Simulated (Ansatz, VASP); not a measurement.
# GdSi2Rh2 in two plane-wave programs, part 3 of 3

Wanted: the spread between two codes on one cell, functional and k mesh. The cell is taken from a series of VASP runs on this material, whose earlier steps may have relaxed, scaled or displaced it; both programs get it as it stands.

VASP 6.6.1 and Ansatz 0.2.0.

So far. Step 2 (Ansatz: single point, LDA, DFT+U): The run ends at a pressure of 2.32 GPa, with forces up to 0.16 eV/Å.

### Step 5. VASP: band structure, LDA, DFT+U

Level of this step: LDA, DFT+U (Gd f 7 eV, Rh d 4 eV), spin-polarised from a ferromagnetic start; plane waves and PAW (Gd, Si, Rh_pv) (VASP).

A single point gives forces, pressure and levels at one fixed geometry, so differences don't come from the geometry; what else differs is listed under the comparison.

The input, INCAR:

```
SYSTEM = GdSi2Rh2
PREC = Accurate
ENCUT = 450
EDIFF = 1E-06
NELM = 150
ISMEAR = 1
SIGMA = 0.2
LREAL = .FALSE.
ALGO = Normal
GGA = CA
NBANDS = 46
ISPIN = 2
MAGMOM = 6.936 -0.004 -0.004 0.01 0.01
LDAU = .TRUE.
LDAUTYPE = 2
LDAUL = 3 -1 2
LDAUU = 7 0 4
LDAUJ = 0 0 0
LDAUPRINT = 1
LASPH = .TRUE.
LMAXMIX = 6
AMIX = 0.2
BMIX = 1E-04
AMIX_MAG = 0.8
BMIX_MAG = 1E-04
LORBIT = 11
LWAVE = .FALSE.
LCHARG = .FALSE.
KPAR = 4
```

The input, POSCAR:

```
GdSi2Rh2
1.0
   -1.9920775100      1.9920775100      4.9248211140
    1.9920775100     -1.9920775100      4.9248211140
    1.9920775100      1.9920775100     -4.9248211140
Gd Si Rh
1 2 2
Direct
    0.0000000000      0.0000000000      0.0000000000
    0.6239707304      0.6239707304      0.0000000000
    0.3760292696      0.3760292696      0.0000000000
    0.7500000000      0.2500000000      0.5000000000
    0.2500000000      0.7500000000      0.5000000000
```

The input, KPOINTS:

```
Automatic mesh
0
Gamma
7 7 7
0 0 0
```

The input, KPOINTS_OPT:

```
Line mode
16
Line-mode
Reciprocal
  0.00000000   0.00000000   0.00000000 GAMMA
 -0.50000000   0.50000000   0.00000000 X

 -0.50000000   0.50000000   0.00000000 X
 -0.50000000   0.50000000  -0.08180909 Y

 -0.50000000   0.50000000  -0.08180909 Y
 -0.29090454   0.29090454  -0.29090454 S

 -0.29090454   0.29090454  -0.29090454 S
  0.00000000   0.00000000   0.00000000 GAMMA

  0.00000000   0.00000000   0.00000000 GAMMA
  0.50000000   0.50000000  -0.50000000 Z

  0.50000000   0.50000000  -0.50000000 Z
  0.29090454   0.70909546  -0.70909546 S1

  0.29090454   0.70909546  -0.70909546 S1
  0.00000000   0.50000000  -0.50000000 N

  0.00000000   0.50000000  -0.50000000 N
 -0.25000000   0.75000000  -0.25000000 P

 -0.25000000   0.75000000  -0.25000000 P
  0.08180909   0.91819091  -0.50000000 Y1

  0.08180909   0.91819091  -0.50000000 Y1
  0.50000000   0.50000000  -0.50000000 Z

 -0.50000000   0.50000000   0.00000000 X
 -0.25000000   0.75000000  -0.25000000 P
```

The projector-augmented-wave data sets are Gd, Si and Rh_pv (PBE family, release 64).

On the command line:

```sh
> mpirun -np 4 vasp_std
```

Numbers of over 12 decimals in the logs are rounded to 6 here.

The program printed:

```text
[banner, memory and clock lines left out]
running    4 mpi-ranks, on    1 nodes
[...]
[... a notice as in an earlier step ...]

 LDA part: xc-table for (Slater(with rela. corr.)+CA(PZ))
 , standard interpolation
 POSCAR, INCAR and KPOINTS ok, starting setup
[...]
entering main loop
       N       E                     dE             d eps       ncg     rms          rms(c)
DAV:   1     0.463693803915E+03    0.46369E+03   -0.23701E+04 11866   0.480E+03
DAV:   2     0.887609667828E+01   -0.45482E+03   -0.41491E+03 11582   0.754E+02
DAV:   3    -0.308562493379E+02   -0.39732E+02   -0.38442E+02 11414   0.140E+02
DAV:   4    -0.341304477525E+02   -0.32742E+01   -0.32488E+01 14354   0.250E+01
[...]
DAV:  16    -0.388537800465E+02   -0.16462E-04   -0.14236E-05 13184   0.411E-02    0.485E-02
DAV:  17    -0.388537870749E+02   -0.70284E-05   -0.70293E-06 11116   0.170E-02    0.441E-02
DAV:  18    -0.388537879558E+02   -0.88085E-06   -0.74064E-07  5132   0.973E-03
   1 F= -.38853788E+02 E0= -.38852371E+02  d E =-.425215E-02  mag=     7.2447
 Start KPOINTS_OPT (optional k-point list driver)
k-point batch [1-40\176]
       N       E                     dE             ncg
DAV:   1     0.259844257546E+04   -0.56936E+05    11870
DAV:   2    -0.154380304973E+05   -0.18036E+05    11312
DAV:   3    -0.171620590199E+05   -0.17240E+04    10860
DAV:   4    -0.173060017444E+05   -0.14394E+03    13658
[...]
DAV:   9    -0.173289851702E+05   -0.65156E-04    10784
DAV:  10    -0.173289851719E+05   -0.16670E-05     5704
DAV:  11    -0.173289851722E+05   -0.35378E-06     5044
[...]
k-point batch [161-176\176]
       N       E                     dE             ncg
DAV:   1     0.365904113611E+05   -0.28779E+05     4774
DAV:   2     0.293689693008E+05   -0.72214E+04     4568
DAV:   3     0.286750245933E+05   -0.69394E+03     4266
DAV:   4     0.286130177375E+05   -0.62007E+02     5398
[...]
DAV:   8     0.286026350056E+05   -0.75001E-03     4494
DAV:   9     0.286026349753E+05   -0.30286E-04     4370
DAV:  10     0.286026349744E+05   -0.86474E-06     2386
```

From OUTCAR (step 5):

```text
  Total        0.0007168      0.0007168     -0.0527007      0.0000000      0.0000000      0.0000000
  in kB        0.0146899      0.0146899     -1.0800997      0.0000000      0.0000000      0.0000000
  external PRESSURE =      -0.3502400 kB  Pullay stress =       0.0000000 kB

 POSITION                                       TOTAL-FORCE (eV/Angst)
 -----------------------------------------------------------------------------------
      0.00000      0.00000      0.00000        -0.000000     -0.000000      0.000000
      0.00000      0.00000      6.14589         0.000000      0.000000     -0.009599
      0.00000      0.00000      3.70375         0.000000      0.000000      0.009599
     -0.00000      1.99208      2.46241        -0.000000     -0.000000      0.000000
      1.99208     -0.00000      2.46241        -0.000000     -0.000000      0.000000
 -----------------------------------------------------------------------------------
    total drift:                                0.000000     -0.000000     -0.000000

  FREE ENERGIE OF THE ION-ELECTRON SYSTEM (eV)
  ---------------------------------------------------
  free  energy   TOTEN  =       -38.8537879558 eV

  energy  without entropy=      -38.8495358082  energy(sigma->0) =      -38.85237057

 magnetization (x)
# of ion       s       p       d       f       tot
--------------------------------------------------
    1       -0.002  -0.060   0.093   6.906   6.936
    2       -0.004  -0.000   0.000   0.000  -0.004
    3       -0.004  -0.000   0.000   0.000  -0.004
    4       -0.002   0.001   0.011   0.000   0.010
    5       -0.002   0.001   0.011   0.000   0.010
--------------------------------------------------
tot         -0.014  -0.059   0.116   6.906   6.949

[... 1 part as in an earlier step ...]

[... 2 further parts left out ...]
[key lines of the parts left out:]
E-fermi :   8.8935
```

Spin-orbit coupling is off here; with elements this heavy it splits and shifts levels by tenths of an eV or more.

### Step 6. Ansatz: band structure, LDA, DFT+U

The same cell, functional (in two slightly different forms), mesh and smearing now go to Ansatz, which takes its cutoff from its data sets.

The cell is taken from a series of VASP runs on this material, whose earlier steps may have relaxed, scaled or displaced it; both programs get it as it stands.

The input, input.yaml:

```yaml
crystal:
  lattice:
    - [-1.99207751, 1.99207751, 4.924821114]
    - [1.99207751, -1.99207751, 4.924821114]
    - [1.99207751, 1.99207751, -4.924821114]
  atoms:
    - { symbol: Gd, position: [0.0, 0.0, 0.0], spin: 6.936 }
    - { symbol: Si, position: [0.6239707304, 0.6239707304, 0.0], spin: -0.004 }
    - { symbol: Si, position: [0.3760292696, 0.3760292696, 0.0], spin: -0.004 }
    - { symbol: Rh, position: [0.75, 0.25, 0.5], spin: 0.01 }
    - { symbol: Rh, position: [0.25, 0.75, 0.5], spin: 0.01 }
hamiltonian:
  xc: lda
  pseudopotentials: { kind: paw }
  hubbard:
    sites:
      - { species: Gd, l: f, u_eff: 7.0 }
      - { species: Rh, l: d, u_eff: 4.0 }
magnetization:
  spin_polarized: true
kpoints:
  mp_grid: { grid: [7, 7, 7] }
  band_path:
    path:
      - [0.0, 0.0, 0.0]
      - [-0.2, 0.2, 0.0]
      - [-0.4, 0.4, 0.0]
      - [-0.5, 0.5, -0.01091]
      - [-0.5, 0.5, -0.04363]
      - [-0.5, 0.5, -0.07636]
      - [-0.44424, 0.44424, -0.13757]
      - [-0.3606, 0.3606, -0.22121]
      - [-0.2909, 0.2909, -0.2909]
      - [-0.17454, 0.17454, -0.17454]
      - [-0.05818, 0.05818, -0.05818]
      - [0.06667, 0.06667, -0.06667]
      - [0.26667, 0.26667, -0.26667]
      - [0.46667, 0.46667, -0.46667]
      - [0.44424, 0.55576, -0.55576]
      - [0.3606, 0.6394, -0.6394]
      - [0.2909, 0.7091, -0.7091]
      - [0.17454, 0.62546, -0.62546]
      - [0.05818, 0.54182, -0.54182]
      - [-0.03333, 0.53333, -0.46667]
      - [-0.13333, 0.63333, -0.36667]
      - [-0.23333, 0.73333, -0.26667]
      - [-0.16152, 0.79485, -0.31667]
      - [-0.02879, 0.86213, -0.41667]
      - [0.08181, 0.91819, -0.5]
      - [0.24909, 0.75091, -0.5]
      - [0.41636, 0.58364, -0.5]
      - [-0.46667, 0.53333, -0.03333]
      - [-0.36667, 0.63333, -0.13333]
      - [-0.25, 0.75, -0.25]
    npoints: 1
scf:
  occupations: { method: methfessel_paxton, width: 0.2 }
  n_extra_bands: 13
output:
  forces: true
  stress: true
  eigenvalues: true
  write_density: true
  write_potential: true
  elf: true
  volumetric_format: npy
```

On the command line:

```sh
> ansatz run input.yaml --threads 2 --pin off --max-ram 4608MiB --backend cpu --events-out ev --progress --plain --runs-dir out
```

The program printed:

```text
[...]
Crystal: 5 atoms, lattice volume = 78.174 Å³
Basis set: ecut = 420 eV, 1517 PW (Γ)
Bands: 43, of which v1, the nominal top of the filled ones, is band 30 counted from 1 (29 counted from 0)
Symmetry: 16 space group operations
[...]
k-points: 40 of 343
[...]
Starting moments: Σ|m| = 6.964 μB on 5 of 5 sites
[...]
k-point 1 ↑: bands = [... 26 lower, 13.2552, 13.6705, 14.2254, 14.3601, 14.4025, 14.4209, 15.6863, 15.8647, ... 9 higher]
  k-point 2 ↑: bands = [... 26 lower, 12.3252, 13.1701, 13.5869, 13.6996, 13.9747, 14.4998, 15.5514, 15.6928, ... 9 higher]
  k-point 39 ↓: bands = [... 26 lower, 17.4692, 18.5478, 19.6493, 19.7360, 19.7458, 20.2041, 20.3151, 20.3440, ... 9 higher]
Occupation matrices written to <dir>
[key lines of the parts left out:]
SCF converged after 13 iterations
Magnetization: 7.2674 μB (33.6337 up, 26.3663 down)
Free energy (F): -22901.871529 eV
Fermi energy:    16.594722 eV
P = ⅓ Tr σ = 2.3170 GPa (23.170 kbar)
```

Elapsed: 26 s, on 2 threads of Arm Neoverse V1, shared host; peak memory 0.63 GiB; 51 s of CPU time.

### Step 7. Side by side

Compared:

```csv
quantity,Ansatz,VASP,difference
pressure (GPa),2.32,-0.04,+2.35
pressure without Ansatz's Pulay correction (GPa),2.24,-0.04,+2.28
total moment (μB),7.27,7.24,+0.02
moment on Gd1 (μB),7.08,6.94,+0.15
```

At this near-relaxed geometry the largest component of a force difference is 152 meV/Å. Ansatz's pressure holds a Pulay correction of 0.08 GPa; VASP's holds none.

### Step 8. Ansatz: electric field gradients, LDA, DFT+U

Field gradients test the density near the nuclei, where the PAW reconstruction matters most.

The cell is taken from a series of VASP runs on this material, whose earlier steps may have relaxed, scaled or displaced it; both programs get it as it stands.

input.yaml, the sections that differ from step 6:

```yaml
kpoints:
  mp_grid: { grid: [7, 7, 7] }
scf:
  occupations: { method: methfessel_paxton, width: 0.2 }
  n_extra_bands: 10
output:
  forces: true
  stress: true
  eigenvalues: true
  efg: {}
  write_density: true
  write_potential: true
  elf: true
  volumetric_format: npy
# crystal, hamiltonian, magnetization: as in step 6
```

The program printed:

```text
[...]
k-point 1 ↑: bands = [... 26 lower, 13.2552, 13.6705, 14.2254, 14.3601, 14.4025, 14.4209, 15.6863, 15.8647, ... 6 higher]
  k-point 2 ↑: bands = [... 26 lower, 12.3252, 13.1701, 13.5869, 13.6996, 13.9747, 14.4998, 15.5514, 15.6928, ... 6 higher]
  k-point 39 ↓: bands = [... 26 lower, 17.4692, 18.5478, 19.6493, 19.7360, 19.7458, 20.2041, 20.3151, 20.3440, ... 6 higher]
Occupation matrices written to <dir>
[key lines of the parts left out:]
SCF converged after 13 iterations
Magnetization: 7.2674 μB (33.6337 up, 26.3663 down)
Free energy (F): -22901.871529 eV
Fermi energy:    16.594722 eV
P = ⅓ Tr σ = 2.3170 GPa (23.170 kbar)
```

The job ended after 24 s (2 threads; peak memory 0.67 GiB; 47 s of CPU time).

The run ends at a pressure of 2.32 GPa, with forces up to 0.16 eV/Å.

### Step 9. VASP: electric field gradients, LDA, DFT+U

The same cell, functional (in two slightly different forms), mesh and smearing now go to VASP, with its own data sets and cutoff.

Changes to INCAR since step 5:

```diff
@@ -3,3 +3,3 @@
 ENCUT = 450
-EDIFF = 1E-06
+EDIFF = 1E-07
 NELM = 150
@@ -10,3 +10,3 @@
 GGA = CA
-NBANDS = 46
+NBANDS = 37
 ISPIN = 2
@@ -29 +29,2 @@
 KPAR = 4
+LEFG = .TRUE.
```

POSCAR is that of step 5.

KPOINTS is that of step 5.

On the command line:

```sh
> mpirun -np 4 vasp_std
```

The program printed:

```text
[... set-up lines as in an earlier step ...]
 entering main loop
       N       E                     dE             d eps       ncg     rms          rms(c)
DAV:   1     0.451608324153E+03    0.45161E+03   -0.25107E+04  9529   0.599E+03
DAV:   2     0.138005791677E+02   -0.43781E+03   -0.40541E+03  9141   0.858E+02
DAV:   3    -0.306457565644E+02   -0.44446E+02   -0.42682E+02  9145   0.164E+02
DAV:   4    -0.341039255327E+02   -0.34582E+01   -0.34392E+01 11434   0.334E+01
[...]
DAV:  19    -0.388537886638E+02   -0.76802E-06   -0.77323E-07  7638   0.779E-03    0.929E-03
DAV:  20    -0.388537893260E+02   -0.66220E-06   -0.63189E-07  6882   0.641E-03    0.337E-03
DAV:  21    -0.388537893910E+02   -0.64996E-07   -0.95178E-08  4152   0.378E-03
ion   1
     0.0000000    -0.0000000     0.0000000     0.8106564    -0.0000000    -0.0000000
     0.0000627    -0.0000000     0.0000000     0.8106564    -0.0000000    -0.0000000
     0.0000864    -0.0000000     0.0000000     0.8106564    -0.0000000    -0.0000000
     0.0001190    -0.0000000     0.0000000     0.8106563    -0.0000000    -0.0000000
[...]
0.0000000     0.0000000    -0.0000000     6.7065381    -0.0000000     0.0000000
     0.0000545     0.0000000    -0.0000000     6.7135313    -0.0000000     0.0000000
     0.0000750     0.0000000    -0.0000000     6.7175011    -0.0000000     0.0000000
     0.0001033     0.0000000    -0.0000000     6.7239705    -0.0000000     0.0000000
     0.0001422     0.0000000    -0.0000000     6.7344713    -0.0000000     0.0000000

ion   5
     0.0000000     0.0000000     0.0000000     3.9843389     0.0000000    -0.0000000
     0.0000545     0.0000000     0.0000000     3.9843389     0.0000000    -0.0000000
     0.0000750     0.0000000     0.0000000     3.9843388     0.0000000    -0.0000000
     0.0001033     0.0000000     0.0000000     3.9843388     0.0000000    -0.0000000
     0.0001422     0.0000000     0.0000000     3.9843387     0.0000000    -0.0000000

     0.0000000     0.0000000     0.0000000     6.7065381     0.0000000    -0.0000000
     0.0000545     0.0000000     0.0000000     6.7135313     0.0000000    -0.0000000
     0.0000750     0.0000000     0.0000000     6.7175011     0.0000000    -0.0000000
     0.0001033     0.0000000     0.0000000     6.7239705     0.0000000    -0.0000000
     0.0001422     0.0000000     0.0000000     6.7344713     0.0000000    -0.0000000

   1 F= -.38853789E+02 E0= -.38852374E+02  d E =-.424515E-02  mag=     7.2445
```

OUTCAR, selected parts (step 9):

```text
  Total       -0.0075927     -0.0075927     -0.0458729      0.0000000      0.0000000     -0.0000000
  in kB       -0.1556115     -0.1556115     -0.9401643      0.0000000      0.0000000     -0.0000000
  external PRESSURE =      -0.4171291 kB  Pullay stress =       0.0000000 kB

 POSITION                                       TOTAL-FORCE (eV/Angst)
 -----------------------------------------------------------------------------------
      0.00000      0.00000      0.00000         0.000000      0.000000      0.000000
      0.00000      0.00000      6.14589        -0.000000     -0.000000     -0.009485
      0.00000      0.00000      3.70375        -0.000000     -0.000000      0.009485
     -0.00000      1.99208      2.46241         0.000000      0.000000      0.000000
      1.99208     -0.00000      2.46241         0.000000      0.000000     -0.000000
 -----------------------------------------------------------------------------------
    total drift:                                0.000000     -0.000000     -0.000000

  FREE ENERGIE OF THE ION-ELECTRON SYSTEM (eV)
  ---------------------------------------------------
  free  energy   TOTEN  =       -38.8537893910 eV

  energy  without entropy=      -38.8495442456  energy(sigma->0) =      -38.85237434

 magnetization (x)
# of ion       s       p       d       f       tot
--------------------------------------------------
    1       -0.002  -0.061   0.093   6.906   6.936
    2       -0.004  -0.000   0.000   0.000  -0.004
    3       -0.004  -0.000   0.000   0.000  -0.004
    4       -0.002   0.001   0.011   0.000   0.010
    5       -0.002   0.001   0.011   0.000   0.010
--------------------------------------------------
tot         -0.014  -0.059   0.115   6.906   6.949

[... 1 part as in an earlier step ...]

[... 2 further parts left out ...]
[key lines of the parts left out:]
E-fermi :   8.8936
```

The run ends at a pressure of -0.04 GPa, with forces up to 0.0095 eV/Å.

### Step 10. Side by side

What differs besides the data sets and the points named for the pairs above, as far as they apply: Ansatz adds the response of the frozen cores to the gradients, VASP leaves it out. Total energies have different zeros and are not compared.

The two programs side by side:

```csv
quantity,Ansatz,VASP,difference
pressure (GPa),2.32,-0.04,+2.36
pressure without Ansatz's Pulay correction (GPa),2.24,-0.04,+2.28
total moment (μB),7.27,7.24,+0.02
moment on Gd1 (μB),7.08,6.94,+0.15
Vzz at Gd1 (V/Å²),-87.1,-73.8,-13.4
Vzz at Si2 (V/Å²),10.0,10.3,-0.3
Vzz at Si3 (V/Å²),10.0,10.3,-0.3
Vzz at Rh4 (V/Å²),-11.6,-8.1,-3.5
Vzz at Rh5 (V/Å²),-11.6,-8.1,-3.5
```

At this near-relaxed geometry the largest component of a force difference is 152 meV/Å. Ansatz's pressure holds a Pulay correction of 0.08 GPa; VASP's holds none.

### Step 11. Summary of results

```
difference in total moment (single point, LDA, DFT+U)           : 0.023 μB
r.m.s. force difference (single point, LDA, DFT+U)              : 55 meV/Å
difference in pressure (single point, LDA, DFT+U)               : 2.4 GPa
difference in total moment (band structure, LDA, DFT+U)         : 0.023 μB
r.m.s. force difference (band structure, LDA, DFT+U)            : 55 meV/Å
difference in pressure (band structure, LDA, DFT+U)             : 2.4 GPa
difference in Vzz at Gd1 (electric field gradients, LDA, DFT+U) : -13 V/Å²
r.m.s. force difference (electric field gradients, LDA, DFT+U)  : 56 meV/Å
difference in pressure (electric field gradients, LDA, DFT+U)   : 2.4 GPa
```

The r.m.s. force difference is 56 meV/Å (electric field gradients, LDA, DFT+U). How closely two codes agree says nothing of how well the functional describes the real material.

[Lines on the potential files, build, host, timing and source positions are cut from VASP's logs without a mark.]

[Logs are printed without paths, hosts, clocks, repeated set-up lines and the standing remarks that a program may print on its own settings, such as how far it seeks lower states.]

[Hosts, paths, dates, database ids (printed as entryN), source tags and the programs' standing remarks are cut or masked in the printed files.]
